**Q:** I have a piece of iridium and no computer. How much pressure does it take to make it one per cent denser?

**A:** About 3.5 GPa, or 35 thousand atmospheres. Stretching it by the same small amount takes a pull of nearly the same size. Such a pull appears as a negative pressure in calculations for the cubic crystal, made with the PBE density functional.

VASP 6.6.1 calculations with the PBE functional and PAW potentials for face-centred cubic iridium at fixed volumes, without spin polarisation, spin–orbit coupling or a dispersion correction. The plane-wave cutoff is 520 eV, the k-point mesh 18 × 18 × 18 and the Gaussian smearing 0.1 eV. Pressure is positive in compression.

| volume (Å³/atom) | shortest distance (Å) | pressure (GPa) |
| --- | --- | --- |
| 13.210 | 2.653 | 42.00 |
| 13.233 | 2.655 | 41.04 |
| 13.646 | 2.682 | 25.44 |
| 14.081 | 2.711 | 11.52 |
| 14.106 | 2.712 | 10.83 |
| 14.517 | 2.738 | -0.04 |
| 14.542 | 2.740 | -0.59 |
| 14.952 | 2.765 | -9.60 |
| 14.978 | 2.767 | -10.07 |
| 15.415 | 2.794 | -17.94 |
| 15.823 | 2.818 | -24.03 |
| 15.851 | 2.820 | -24.43 |

**Q:** So for ten per cent I simply multiply by ten?

**A:** That gives 35 GPa, which is too little. At the smallest volume, where the crystal is 9.9 % denser than at rest, the computed pressure is 42 GPa. At the largest volume the straight line makes the pull too strong, 29 GPa where the calculation gives 24. Iridium stiffens when squeezed and softens when stretched, so the rule needs one correction:

$$P \approx B_0\,x\,(1+2x), \qquad x=\frac{V_0}{V}-1 .$$

Here $P$ is the pressure, $V$ the volume per atom and $x$ the excess density. The resting volume $V_0$ is 14.517 Å³, the row with almost no pressure. The stiffness $B_0$ is 350 GPa, rounded from the slope between the rows at 14.081 and 14.952 Å³.

**Q:** Show me a squeezed crystal.

**A:** Take 13.646 Å³, a row that was not used to set $V_0$ or $B_0$. The excess density is $x = 14.517/13.646 - 1 = 0.064$. The straight-line part is $350 \times 0.064 = 22$ GPa, and the correction factor is $1 + 2 \times 0.064 = 1.13$. Together they give 25 GPa, and the calculation also gives 25.

**Q:** And a stretched one?

**A:** At 15.415 Å³, also not used for $V_0$ or $B_0$, $x = 14.517/15.415 - 1 = -0.058$. The straight-line part is $-20$ GPa, but the factor is now $1 - 2 \times 0.058 = 0.88$. The estimate is $-18$ GPa, in agreement with the calculation. The same factor that raises the pressure under compression weakens the pull under tension.

**Q:** Why does the metal behave so unevenly?

**A:** Pushing atoms together makes their electron clouds overlap more, and the energy cost of that rises ever more steeply. Pulling them apart weakens the bonds, so each further step meets less added resistance. This is the standard picture of a binding curve, steep on the inside and shallow on the outside. The pressures show the unevenness itself: the average bulk modulus, the resistance to a change of volume, is 510 GPa over the most compressed stretch of the table and 233 GPa over the most expanded. They do not separate repulsion from bonding.

**Q:** Where does the 2 come from?

**A:** From the shape of that curve. A common model for metals writes the energy per atom as

$$E=-E_c(1+a)e^{-a}, \qquad a=\frac{r-r_0}{l},$$

where $E_c$ is the energy needed to pull the solid apart into atoms, $r$ the radius of a sphere with the volume of one atom, $r_0$ its resting value and $l$ the width of the energy well. Taking $P=-dE/dV$ and expanding in $x$ gives

$$P \approx B_0\,x\left(1+\frac{r_0}{3l}\,x\right), \qquad B_0=\frac{E_c}{12\pi r_0 l^2}.$$

With a rough, recalled $E_c$ of 7 eV, the second relation gives $l \approx 0.24$ Å. Since $r_0$ is about 1.5 Å, the number in front of $x$ becomes 2.1. It varies as one over the square root of $E_c$, so an error of 1 eV in $E_c$ would shift it by about 0.15. In this model, among crystals with atoms of similar size, one that is stiff for its binding energy has a narrower well, and a narrower well means a stronger bend.

**Q:** Does the table agree with that number?

**A:** Yes. When both the stiffness and the bend are fitted to all twelve pressures, the bend also comes out as 2.1. This supports the shape of the curve near rest, but does not single out this model. An energy that simply grows as the square of $x$ gives a bend of 2, because equal steps in density are smaller steps in volume the denser the crystal is. Drawn against $r$, such a parabola is itself steep on the inside and shallow on the outside, whereas a well symmetric in $r$ would give no bend at all, so other solids need not share the 2. The computed energies of iridium follow the parabola within about 1.5 meV per atom. The printed analysis below compares the hand rule with every row.

**Q:** How wrong can the hand rule be?

**A:** Within the table, by at most about 0.5 GPa, which happens at the 42 GPa end. Most of that comes from rounding the two constants. On the stretched side it stays within 0.1 GPa.

**Q:** May I use it for much larger volumes?

**A:** No. The tested range runs from 8 % below the resting density to 10 % above it. Near 19 Å³ the formula reaches its strongest pull and turns back. The full binding curve also has a strongest pull, but a formula that stops at the second power of $x$ and was tested only near rest cannot locate it reliably. Nor is that point the strength at which a real piece of iridium tears.

**Q:** Can I insert a volume measured in my laboratory?

**A:** Not together with this $V_0$. Judged against recalled measured values, these PBE runs, which also leave out spin–orbit coupling and thermal expansion, make iridium a few per cent too voluminous, and a mismatch of only 2 % creates a false pressure of about 7 GPa. Take both volumes from the same source, so that much of the offset cancels in their ratio. Then count 3.5 GPa for each per cent of excess density, and raise the result by 2 % of itself for each per cent of that excess, or lower it likewise for stretching. The stiffness is still the one PBE gives, so the pressure of a real sample can be expected to differ somewhat.

Output of the analysis:

```
slope of pressure against excess density around zero pressure, GPa: 351.7
Hand rule against calculation:
     row  excess density x  factor 1+2x  rule GPa  rule less computed GPa  straight line GPa  energy rise meV  parabola meV
   13.21           0.09894        1.198     41.48                 -0.5185              34.63            156.4         155.2
  13.233           0.09703        1.194     40.55                 -0.4891              33.96            150.3         149.3
  13.646           0.06383        1.128     25.19                 -0.2483              22.34            65.26          64.6
  14.081           0.03096        1.062     11.51                -0.01158              10.84            15.45          15.2
  14.106           0.02914        1.058     10.79                -0.03796               10.2            13.71         13.46
  14.517                 0            1         0                    0.04                  0                0             0
  14.542         -0.001719       0.9966   -0.5996               -0.009637            -0.6017            0.035       0.04686
  14.952          -0.02909       0.9418     -9.59                0.009902             -10.18            13.15         13.42
  14.978          -0.03078       0.9384    -10.11                -0.03935             -10.77            14.75         15.02
  15.415          -0.05825       0.8835    -18.01                -0.07368             -20.39            53.02         53.81
  15.823          -0.08254       0.8349    -24.12                -0.08955             -28.89            106.6           108
  15.851          -0.08416       0.8317     -24.5                -0.06767             -29.46            110.8         112.3
fit of pressure on 12 rows: coefficient of dens 351.6 +/- 0.2, coefficient of dens2 734.7 +/- 2.3; rms 0.037, worst 14.081 0.0711, leave-one-out rms 0.0436
curvature number c from the free fit (rule uses 2): 2.09
curvature number c from the binding curve with 7 eV cohesion: 2.128
largest miss of the hand rule, GPa: 0.5185
rms miss of the hand rule, GPa: 0.2222
largest miss of the straight line, GPa: 7.371
largest miss of the full parabola form, GPa: 0.2864
largest miss of the energy parabola, meV: 1.508
mean bulk modulus between 13.210 and 13.646 cubic angstrom, GPa: 510
mean bulk modulus between 15.415 and 15.851 cubic angstrom, GPa: 232.7
rule pressure for 2 percent excess density, GPa: 7.28
pressure change for 0.001 angstrom in the shortest distance, GPa: 0.3835
volume where the rule turns over (outside the table), cubic angstrom: 19.36
```
